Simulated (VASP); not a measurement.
Output of a VASP run:

File OSZICAR:
```
       N       E                     dE             d eps       ncg     rms          rms(c)
DAV:   1     0.830776035599E+02    0.83078E+02   -0.94009E+03   770   0.200E+03
DAV:   2    -0.334357357963E+01   -0.86421E+02   -0.83397E+02   819   0.331E+02
DAV:   3    -0.931758351276E+01   -0.59740E+01   -0.59449E+01   949   0.751E+01
DAV:   4    -0.942745234074E+01   -0.10987E+00   -0.10979E+00   957   0.109E+01
DAV:   5    -0.942930021993E+01   -0.18479E-02   -0.18477E-02   939   0.115E+00    0.420E+00
DAV:   6    -0.916328337040E+01    0.26602E+00   -0.49755E-01  1159   0.138E+01    0.277E+00
DAV:   7    -0.912979277262E+01    0.33491E-01   -0.12413E-01   968   0.269E+00    0.114E+00
DAV:   8    -0.912879041409E+01    0.10024E-02   -0.14628E-02   899   0.184E+00    0.181E-01
DAV:   9    -0.912902949226E+01   -0.23908E-03   -0.14731E-03   983   0.698E-01    0.723E-02
DAV:  10    -0.912906905101E+01   -0.39559E-04   -0.10659E-04  1055   0.111E-01    0.303E-02
DAV:  11    -0.912911751352E+01   -0.48463E-04   -0.59425E-05   804   0.774E-02    0.427E-03
DAV:  12    -0.912911731052E+01    0.20300E-06   -0.26117E-06  1023   0.261E-02    0.354E-03
DAV:  13    -0.912911760524E+01   -0.29472E-06   -0.71261E-07   844   0.772E-03    0.163E-03
DAV:  14    -0.912911753764E+01    0.67600E-07   -0.54885E-08   512   0.344E-03
   1 F= -.91291175E+01 E0= -.91291175E+01  d E =-.259157E-17
```

### OUTCAR
```
------------------------ aborting loop because EDIFF is reached ----------------------------------------
  FORCE on cell =-STRESS in cart. coord.  units (eV):
  Direction    XX          YY          ZZ          XY          YZ          ZX
  --------------------------------------------------------------------------------------
  Total        1.3390435      1.3390435      1.3390435     -0.0000000      0.0000000     -0.0000000
  in kB       54.7392851     54.7392851     54.7392851     -0.0000000      0.0000000     -0.0000000
  external PRESSURE =      54.7392851 kB  Pullay stress =       0.0000000 kB
  volume of cell :       39.19
      direct lattice vectors                 reciprocal lattice vectors
     0.000000000  2.696034106  2.696034106    -0.185457595  0.185457595  0.185457595
     2.696034106  0.000000000  2.696034106     0.185457595 -0.185457595  0.185457595
     2.696034106  2.696034106  0.000000000     0.185457595  0.185457595 -0.185457595
  FREE ENERGIE OF THE ION-ELECTRON SYSTEM (eV)
  ---------------------------------------------------
  free  energy   TOTEN  =        -9.1291175376 eV

  energy  without entropy=       -9.1291175376  energy(sigma->0) =       -9.12911754
```
(Selected blocks of OUTCAR.)

### POSCAR
```
GaP
1
    0.0000000000     2.6960341056     2.6960341056
    2.6960341056     0.0000000000     2.6960341056
    2.6960341056     2.6960341056     0.0000000000
Ga P
1 1
Direct
  0.0000000000   0.0000000000   0.0000000000
  0.2500000000   0.2500000000   0.2500000000
```

Write an INCAR and KPOINTS that could have produced this output.

This is not unique; one that fits is the input of the run itself, PW91 GGA, plane waves, VASP's PBE PAW potentials (set 64).

**INCAR**
```
# general
SYSTEM   =  GaP
PREC     =  Accurate
ENCUT    =  520   # plane-wave cut-off (eV)
LREAL    =  .FALSE.   # projection in real space or not
LASPH    =  .TRUE.

# electronic loop
EDIFF    =  1E-7
NELM     =  100   # most electronic steps
ALGO     =  Normal
LMAXMIX  =  4

# smearing
ISMEAR   =  0   # Gaussian
SIGMA    =  0.05   # width (eV)

# functional
GGA      =  91   # PW91

# ions
ISIF     =  2

# output
LWAVE    =  .FALSE.
LCHARG   =  .FALSE.
```

KPOINTS:
```
Automatic mesh
0
Gamma
8 8 8
0 0 0
```

POTCAR, in this order: Ga_d P (PBE.64 set). Program: vasp_std.

The compound is GaP in the zinc blende structure. This cell is one point of a volume scan, at 0.94 of the reference volume.
